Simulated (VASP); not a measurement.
# Ge48PH19 in VASP: a series of runs

The runs below take Ge48PH19 through relaxation of the atoms, single point, with PBE+D3(BJ), PBE, RPBE.

Program: VASP 6.6.1. These are calculated values, not measurements. Logs are shortened: lines on timing, memory, paths and dates and some standing lists are left out, and cuts for length are marked.

## 1. The slab as given

The cell holds a slab with vacuum, 68 atoms: a = 11.316 Å, b = 11.316 Å, c = 23.742 Å, α = 90.00°, β = 90.00°, γ = 90.00°.

The cell was built by a generator and needn't be a form met in nature.

## 2. Relaxation of the atoms, PBE+D3(BJ)

INCAR reads:

```
PREC = Accurate
ENCUT = 400
EDIFF = 1E-6
ISMEAR = 0
SIGMA = 0.05
LREAL = Auto
LASPH = T
NELM = 60
ALGO = Normal
ISIF = 2
LWAVE = F
LCHARG = F
GGA = PE
IVDW = 12
IBRION = 2
NSW = 120
EDIFFG = -0.03
ISYM = 0
NCORE = 4
```

KPOINTS reads:

```
Automatic mesh
0
Gamma
  1 1 1
```

POSCAR reads:

```
Ge48PH19
1.0
    8.0016203359      8.0016203359      0.0000000000
   -8.0016203359      8.0016203359      0.0000000000
    0.0000000000      0.0000000000     23.7419000000
Ge H P
48 19 1
Selective dynamics
Direct
    0.7005149941      0.2994850059      0.4246458792  T T T
    0.7994850059      0.7005149941      0.4246458792  T T T
    0.0494850059      0.9505149941      0.4385453565  T T T
    0.2994850059      0.2005149941      0.4246458792  T T T
    0.9505149941      0.5494850059      0.4524448338  T T T
    0.2005149941      0.7994850059      0.4385453565  T T T
    0.4505149941      0.0494850059      0.4524448338  T T T
    0.5494850059      0.4505149941      0.4524448338  T T T
    0.8750000000      0.3750000000      0.3831791053  T T T
    0.8750000000      0.8750000000      0.3831791053  T T T
    0.1250000000      0.1250000000      0.3831791053  T T T
    0.3750000000      0.3750000000      0.3831791053  T T T
    0.1250000000      0.6250000000      0.3831791053  T T T
    0.3750000000      0.8750000000      0.3831791053  T T T
    0.6250000000      0.1250000000      0.3831791053  T T T
    0.6250000000      0.6250000000      0.3831791053  T T T
    0.0000000000      0.2500000000      0.3236008913  T T T
    0.0000000000      0.7500000000      0.3236008913  T T T
    0.2500000000      0.0000000000      0.3236008913  T T T
    0.5000000000      0.2500000000      0.3236008913  T T T
    0.2500000000      0.5000000000      0.3236008913  T T T
    0.5000000000      0.7500000000      0.3236008913  T T T
    0.7500000000      0.0000000000      0.3236008913  T T T
    0.7500000000      0.5000000000      0.3236008913  T T T
    0.8750000000      0.1250000000      0.2640226772  T T T
    0.8750000000      0.6250000000      0.2640226772  T T T
    0.1250000000      0.8750000000      0.2640226772  T T T
    0.3750000000      0.1250000000      0.2640226772  T T T
    0.1250000000      0.3750000000      0.2640226772  T T T
    0.3750000000      0.6250000000      0.2640226772  T T T
    0.6250000000      0.8750000000      0.2640226772  T T T
    0.6250000000      0.3750000000      0.2640226772  T T T
    0.7500000000      0.2500000000      0.2044444632  T T T
    0.7500000000      0.7500000000      0.2044444632  T T T
    0.0000000000      0.0000000000      0.2044444632  T T T
    0.2500000000      0.2500000000      0.2044444632  T T T
    0.0000000000      0.5000000000      0.2044444632  T T T
    0.2500000000      0.7500000000      0.2044444632  T T T
    0.5000000000      0.0000000000      0.2044444632  T T T
    0.5000000000      0.5000000000      0.2044444632  T T T
    0.8750000000      0.3750000000      0.1448662491  F F F
    0.8750000000      0.8750000000      0.1448662491  F F F
    0.1250000000      0.1250000000      0.1448662491  F F F
    0.3750000000      0.3750000000      0.1448662491  F F F
    0.1250000000      0.6250000000      0.1448662491  F F F
    0.3750000000      0.8750000000      0.1448662491  F F F
    0.6250000000      0.1250000000      0.1448662491  F F F
    0.6250000000      0.6250000000      0.1448662491  F F F
    0.9510221023      0.2989778977      0.1052990704  F F F
    0.7989778977      0.4510221023      0.1052990704  F F F
    0.9510221023      0.7989778977      0.1052990704  F F F
    0.7989778977      0.9510221023      0.1052990704  F F F
    0.2010221023      0.0489778977      0.1052990704  F F F
    0.0489778977      0.2010221023      0.1052990704  F F F
    0.4510221023      0.2989778977      0.1052990704  F F F
    0.2989778977      0.4510221023      0.1052990704  F F F
    0.2010221023      0.5489778977      0.1052990704  F F F
    0.0489778977      0.7010221023      0.1052990704  F F F
    0.4510221023      0.7989778977      0.1052990704  F F F
    0.2989778977      0.9510221023      0.1052990704  F F F
    0.7010221023      0.0489778977      0.1052990704  F F F
    0.5489778977      0.2010221023      0.1052990704  F F F
    0.7010221023      0.5489778977      0.1052990704  F F F
    0.5489778977      0.7010221023      0.1052990704  F F F
    0.2720646598      0.8667267811      0.5425005234  T T T
    0.1336179638      0.7571476013      0.5461230293  T T T
    0.0165607112      0.9834392888      0.4981484437  T T T
    0.2500104570      0.7499895430      0.5281473485  T T T
```

Potentials or basis: VASP PAW PBE potentials, release 64 (Ge_d, H, P).

On the command line:

```bash
$ cat potpaw_PBE.64/Ge_d/POTCAR potpaw_PBE.64/H/POTCAR potpaw_PBE.64/P/POTCAR > POTCAR
$ mpirun -np 8 vasp_gam > vasp.out
```

OUTCAR:

```text
PREC = Accurate
   ENCUT = 400
   EDIFF = 1E-6
   ISMEAR = 0
   LREAL = Auto
   LASPH = T
   NELM = 60
   ISIF = 2
   GGA = PE
   IVDW = 12
   IBRION = 2
   NSW = 120
   EDIFFG = -0.03
   ISYM = 0
 IVDW          = 12

 ion  position               nearest neighbor table
   1  0.701  0.299  0.425-   9 2.37  15 2.37   8 2.51
   2  0.799  0.701  0.425-  10 2.37  16 2.37   5 2.51
   3  0.049  0.951  0.439-  67 1.51   6 2.42  11 2.52  10 2.52
   4  0.299  0.201  0.425-  11 2.37  12 2.37   7 2.51
   5  0.951  0.549  0.452-   2 2.51   9 2.71  13 2.71
   6  0.201  0.799  0.439-  68 2.27   3 2.42  14 2.52  13 2.52
   7  0.451  0.049  0.452-   4 2.51  14 2.71  15 2.71
   8  0.549  0.451  0.452-   1 2.51  12 2.71  16 2.71
   9  0.875  0.375  0.383-   1 2.37  17 2.45  24 2.45   5 2.71
  10  0.875  0.875  0.383-   2 2.37  18 2.45  23 2.45   3 2.52
  11  0.125  0.125  0.383-   4 2.37  17 2.45  19 2.45   3 2.52
  12  0.375  0.375  0.383-   4 2.37  20 2.45  21 2.45   8 2.71
  13  0.125  0.625  0.383-  18 2.45  21 2.45   6 2.52   5 2.71
  14  0.375  0.875  0.383-  19 2.45  22 2.45   6 2.52   7 2.71
[... 37 lines left out ...]
  52  0.799  0.951  0.105-  42 1.54
  53  0.201  0.049  0.105-  43 1.54
  54  0.049  0.201  0.105-  43 1.54
[... 11 lines left out ...]
  66  0.134  0.757  0.546-  68 1.39
  67  0.017  0.983  0.498-   3 1.51
  68  0.250  0.750  0.528-  66 1.39  65 1.39   6 2.27

IMPORTANT INFORMATION: All symmetrisations will be switched off!
NOSYMM: (Re-)initialisation of all symmetry stuff for point group C_1.

----------------------------------------------------------------------------------------

                                     Primitive cell

  volume of cell :    3040.1944

  direct lattice vectors                    reciprocal lattice vectors
     8.001620336  8.001620336  0.000000000     0.062487344  0.062487344  0.000000000
    -8.001620336  8.001620336  0.000000000    -0.062487344  0.062487344  0.000000000
     0.000000000  0.000000000 23.741900000     0.000000000  0.000000000  0.042119628

  length of vectors
    11.316000000 11.316000000 23.741900000     0.088370449  0.088370449  0.042119628

  position of ions in fractional coordinates (direct lattice)
     0.700514994  0.299485006  0.424645879
     0.799485006  0.700514994  0.424645879
     0.049485006  0.950514994  0.438545357
     0.299485006  0.200514994  0.424645879
     0.950514994  0.549485006  0.452444834
     0.200514994  0.799485006  0.438545357
[... 60 lines left out ...]
     0.016560711  0.983439289  0.498148444
     0.250010457  0.749989543  0.528147348

  ion indices of the primitive-cell ions
   primitive index   ion index
                 1           1
                 2           2
                 3           3
                 4           4
                 5           5
                 6           6
[... 60 lines left out ...]
                67          67
                68          68

----------------------------------------------------------------------------------------

 KPOINTS: Automatic mesh

Automatic generation of k-mesh.
 Grid dimensions read from file:
 generate k-points for:    1    1    1

 Generating k-lattice:

  Cartesian coordinates                     Fractional coordinates (reciprocal lattice)
     0.062487344  0.062487344  0.000000000     1.000000000  0.000000000  0.000000000
    -0.062487344  0.062487344  0.000000000     0.000000000  1.000000000  0.000000000
     0.000000000  0.000000000  0.042119628     0.000000000  0.000000000  1.000000000

  Length of vectors
     0.088370449  0.088370449  0.042119628

  Shift w.r.t. Gamma in fractional coordinates (k-lattice)
     0.000000000  0.000000000  0.000000000

 Subroutine IBZKPT returns following result:
 ===========================================

 Found      1 irreducible k-points:

 Following reciprocal coordinates:
            Coordinates               Weight
  0.000000  0.000000  0.000000      1.000000
   k-points           NKPTS =      1   k-points in BZ     NKDIM =      1   number of bands    NBANDS=    418
[... 37 lines left out ...]
  Thomas-Fermi vector in A             =   2.133909
   LORBIT       =      0    0 simple, 1 ext, 2 COOP (PROOUT), +10 PAW based schemes
   GGA     = PE    functional components
   LHFCALC =     F    Hartree Fock is set to
   AEXX    =    0.0000 exact exchange contribution
   IVDW    =    12    specifies the selected vdW correction
   LEPSILON=     F    determine dielectric tensor
   LRPA    =     F    only Hartree local field effects (RPA)
 conjugate gradient relaxation of ions
 non-spin polarized calculation
 Gauss-broadening in eV      SIGMA  =   0.05
  energy-cutoff  :      400.00
  volume of cell :     3040.19
 maximum number of plane-waves:     27645
 NGX is ok and might be reduce to    80
   NGX = 37   NGY = 37   NGZ = 77

--------------------------------------- Ionic step        1  -------------------------------------------

 number of electron     695.9999401 magnetization

 Free energy of the ion-electron system (eV)
  ---------------------------------------------------
  ext. energy  EPLUGINS =         0.00000000
  ---------------------------------------------------
  free energy    TOTEN  =      -271.62186829 eV

  energy without entropy =     -271.58404800  energy(sigma->0) =     -271.60295815

------------------------ aborting loop because EDIFF is reached ----------------------------------------

 Edisp (eV)  -11.90203

 E8    (eV) :    -5.3342

  FORCE on cell =-STRESS in cart. coord.  units (eV):
  Direction    XX          YY          ZZ          XY          YZ          ZX
  --------------------------------------------------------------------------------------
  -------------------------------------------------------------------------------------
  Total      24.74497     9.65003     0.84082     0.00893    -0.01178     2.00857
  in kB      13.04056     5.08555     0.44311     0.00471    -0.00621     1.05851
  external pressure =        6.19 kB  Pullay stress =        0.00 kB
[... 295 lines left out ...]
  FREE ENERGIE OF THE ION-ELECTRON SYSTEM (eV)
  ---------------------------------------------------
  free  energy   TOTEN  =      -284.4223736451 eV

  energy  without entropy=     -284.4221614014  energy(sigma->0) =     -284.42226752

[... ionic steps 4 to 34 ...]

--------------------------------------- Ionic step       35  -------------------------------------------

 number of electron     695.9999932 magnetization

------------------------ aborting loop because EDIFF is reached ----------------------------------------

 Edisp (eV)  -11.81579

 E8    (eV) :    -5.2912
[... 201 lines left out ...]
  energy  without entropy=     -285.3380287047  energy(sigma->0) =     -285.33802870

--------------------------------------- Ionic step       37  -------------------------------------------

 number of electron     695.9999932 magnetization

 Free energy of the ion-electron system (eV)
  ---------------------------------------------------
  ext. energy  EPLUGINS =         0.00000000
  ---------------------------------------------------
  free energy    TOTEN  =      -273.52262804 eV

  energy without entropy =     -273.52262804  energy(sigma->0) =     -273.52262804

 E-fermi :  -1.0749     XC(G=0):  -4.4773

 val. band max:       -1.2901268502   @ k =   0.0000   0.0000   0.0000
 cond. band min:      -0.8596080837   @ k =   0.0000   0.0000   0.0000
 fundamental gap:      0.4305187665
 Fermi energy:        -1.0748792133

 k-point     1 :       0.0000    0.0000    0.0000
  band No.  band energies     occupation
      1     -25.8942      2.00000
      2     -25.8742      2.00000
      3     -25.8707      2.00000
      4     -25.8309      2.00000
      5     -25.8199      2.00000
      6     -25.8165      2.00000
[... 352 lines left out ...]
    359       0.6812      0.00000
    360       0.7407      0.00000
 [bands above 360 left out]

------------------------ aborting loop because EDIFF is reached ----------------------------------------

 Edisp (eV)  -11.81573

 E8    (eV) :    -5.2912

  FORCE on cell =-STRESS in cart. coord.  units (eV):
  Direction    XX          YY          ZZ          XY          YZ          ZX
  --------------------------------------------------------------------------------------
  -------------------------------------------------------------------------------------
  Total      14.80530     8.54438    -4.22728     0.01642    -0.06488     0.79406
  in kB       7.80237     4.50288    -2.22777     0.00865    -0.03419     0.41847
  external pressure =        3.36 kB  Pullay stress =        0.00 kB
[... 83 lines left out ...]
  FREE ENERGIE OF THE ION-ELECTRON SYSTEM (eV)
  ---------------------------------------------------
  free  energy   TOTEN  =      -285.3383573557 eV

  energy  without entropy=     -285.3383573552  energy(sigma->0) =     -285.33835736

 reached required accuracy - stopping structural energy minimisation
```

Wall time 48 min (8 MPI ranks of AMD EPYC 9R45 (Zen 5), shared host); peak memory 0.44 GiB.

What came out:

```yaml
Free_energy: -285.3384 eV
Energy_gained_by_relaxing: 26.7 meV/atom
Ionic_steps: 37
Band_gap_on_the_k_mesh: 0.43 eV, direct
Dispersion_energy_per_atom: -0.174 eV
```

The path:
| step | energy change (eV) | largest force (eV/Å) | pressure (GPa) |
| --- | --- | --- | --- |
| 1 | 0.0000 | 1.6680 | 0.62 |
| 2 | -0.8196 | 1.2650 | 0.41 |
| 3 | -0.8985 | 2.0521 | 0.36 |
| 4 | -1.3514 | 0.8229 | 0.38 |
| 5 | -1.3562 | 0.8305 | 0.39 |
| 6 | -1.5477 | 0.5376 | 0.37 |
| 7 | -1.5800 | 0.8230 | 0.37 |
| 8 | -1.6774 | 0.4221 | 0.36 |
| 9 | -1.6810 | 0.6648 | 0.36 |
| 10 | -1.7474 | 0.1939 | 0.36 |
| 11 | -1.7508 | 0.1966 | 0.36 |
| 12 | -1.7712 | 0.2015 | 0.35 |
| 13 | -1.7731 | 0.2815 | 0.35 |
| 14 | -1.7876 | 0.2163 | 0.36 |
| 15 | -1.7883 | 0.2307 | 0.36 |
| 16 | -1.7999 | 0.2371 | 0.36 |
| 17 | -1.8025 | 0.2502 | 0.36 |
| 18 | -1.8063 | 0.2545 | 0.36 |
| 19 | -1.8063 | 0.2549 | 0.36 |
| 20 | -1.8083 | 0.2543 | 0.35 |
| 21 | -1.8083 | 0.2544 | 0.35 |
| 22 | -1.8094 | 0.2527 | 0.35 |
| 23 | -1.8098 | 0.2515 | 0.35 |
| 24 | -1.8107 | 0.2510 | 0.35 |
| 25 | -1.8109 | 0.2507 | 0.35 |
| 26 | -1.8116 | 0.2504 | 0.35 |
| 27 | -1.8120 | 0.2502 | 0.35 |
| 28 | -1.8120 | 0.2501 | 0.34 |
| 29 | -1.8121 | 0.2503 | 0.34 |
| 30 | -1.8128 | 0.2484 | 0.34 |
| 31 | -1.8130 | 0.2473 | 0.34 |
| 32 | -1.8131 | 0.2466 | 0.34 |
| 33 | -1.8136 | 0.2443 | 0.34 |
| 34 | -1.8137 | 0.2438 | 0.34 |
| 35 | -1.8140 | 0.2432 | 0.34 |
| 36 | -1.8141 | 0.2423 | 0.34 |
| 37 | -1.8145 | 0.2418 | 0.34 |

Expect the measured gap to be larger: semilocal functionals such as PBE lack the derivative discontinuity.

(Continued in part 2 of 2.)
